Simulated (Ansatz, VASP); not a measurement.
**GaB3: VASP beside Ansatz**

INCAR

```
PREC = Accurate
ENCUT = 600
EDIFF = 1E-6
ISMEAR = 0
SIGMA = 0.1
LREAL = False
LASPH = True
NELM = 100
ALGO = Normal
ISIF = 3
LWAVE = False
LCHARG = False
GGA = PE
IBRION = 2
NSW = 90
EDIFFG = -0.04
```

The input KPOINTS:

```
regular mesh
0
Gamma
  6 6 4
```

File POSCAR:

```
GaB3
1.0
    1.6589551300     -2.6811992800      0.0000000000
    1.6589551300      2.6811992800      0.0000000000
    0.0000000000      0.0000000000      5.0195862200
Ga B
1 3
Direct
    0.5000000000      0.5000000000      0.5000000000
    0.1328468700      0.8671531300      0.5000000000
    0.8671531300      0.1328468700      0.5000000000
    0.0000000000      0.0000000000      0.0000000000
```

Input for Ansatz:

```yaml
crystal:
  lattice:
    - [1.65895513, -2.68119928, 0.0]
    - [1.65895513, 2.68119928, 0.0]
    - [0.0, 0.0, 5.01958622]
  atoms:
    - { symbol: Ga, position: [0.5, 0.5, 0.5] }
    - { symbol: B, position: [0.13284687, 0.86715313, 0.5] }
    - { symbol: B, position: [0.86715313, 0.13284687, 0.5] }
    - { symbol: B, position: [0.0, 0.0, 0.0] }
basis:
  ecutwfc: 420
kpoints:
  mp_grid: { grid: [6, 6, 4] }
hamiltonian:
  xc: pbe
scf:
  occupations: { method: gaussian, width: 0.1 }
  lower_state_search: "off"
output:
  forces: true
  stress: true
  eigenvalues: true
relax:
  adjacent_minimum: "off"
  f_tol: 0.04
  max_steps: 70
  cell: { stress_tol: 0.4 }
```

Alike in both runs: task relaxation of cell and atoms; functional PBE; k mesh 6 × 6 × 4; occupations gaussian, width 0.1 eV; no spin polarisation.

|  | VASP | Ansatz |
| --- | --- | --- |
| version | VASP 6.6.1 | Ansatz 0.2.0 |
| potentials or method | VASP PAW PBE potentials, release 64 (Ga_d, B) | scalar-relativistic, plane waves, PAW |
| plane-wave cutoff (eV) | 600 | 420 |
| valence electrons in the cell | 22 | 22 |

```tsv
	VASP	Ansatz	Ansatz less VASP
gap on the k mesh at the Fermi level, each at its own relaxed structure (eV)	none	none	-
relaxed volume (Å³/atom)	11.30	11.49	+0.189
relaxed cell length with the largest relative difference (Å)	3.951	3.982	+0.0309
energy change over the relaxation (meV/atom)	-2202	-2214	-11.6
```

A gap of «none» marks a metal or a gap that the smearing closes.

Caveats: the k mesh is coarse (spacing up to 0.37 Å⁻¹), so the values aren't converged.
